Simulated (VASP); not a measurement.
VASP input:

INCAR:
```
ALGO = Normal
EDIFF = 1E-6
EDIFFG = -0.01
ENCUT = 520
GGA = RP
IBRION = 2
ISIF = 3
ISMEAR = 0
LASPH = .True.
LCHARG = .False.
LMAXMIX = 4
LREAL = .False.
LWAVE = .False.
NELM = 100
NSW = 60
PREC = Accurate
SIGMA = 0.05
SYSTEM = PbSe
```

**POSCAR**
```
PbSe
1
    0.0000000000     3.0600000000     3.0600000000
    3.0600000000     0.0000000000     3.0600000000
    3.0600000000     3.0600000000     0.0000000000
Pb Se
1 1
Direct
  0.0000000000   0.0000000000   0.0000000000
  0.5000000000   0.5000000000   0.5000000000
```

### KPOINTS
```
kpoints
0
Gamma
7 7 7
```

POTCAR, in this order: Pb_d Se (PBE.64 set). Program: vasp_std.

Q: Write an equivalent input for Ansatz.

A: One equivalent input (not run):
Ansatz 0.2 input:
```yaml
crystal:
  lattice:
    - [0.0000000, 3.0600000, 3.0600000]
    - [3.0600000, 0.0000000, 3.0600000]
    - [3.0600000, 3.0600000, 0.0000000]
  atoms:
    - { symbol: Pb, position: [0.0000000, 0.0000000, 0.0000000] }
    - { symbol: Se, position: [0.5000000, 0.5000000, 0.5000000] }
kpoints:
  mp_grid: { grid: [7, 7, 7] }
hamiltonian:
  xc: rpbe
  pseudopotentials: { kind: paw }
scf:
  occupations: { method: gaussian, width: 0.05 }
  max_iter: 100
relax:
  max_steps: 60
  f_tol: 0.01
  cell: {}
output: { forces: true, stress: true, eigenvalues: true }
```
Limits of the translation: each code has its own PAW files, so the cut-off isn't converted (ENCUT is set for VASP's; basis.ecutwfc is left out, and Ansatz then takes the one that its files recommend); Ansatz stops its SCF on the density residual and VASP on the energy change (EDIFF).

The compound is PbSe in the rock salt structure. This run relaxes it. Symmetry was kept, so distortions that lower it aren't found.
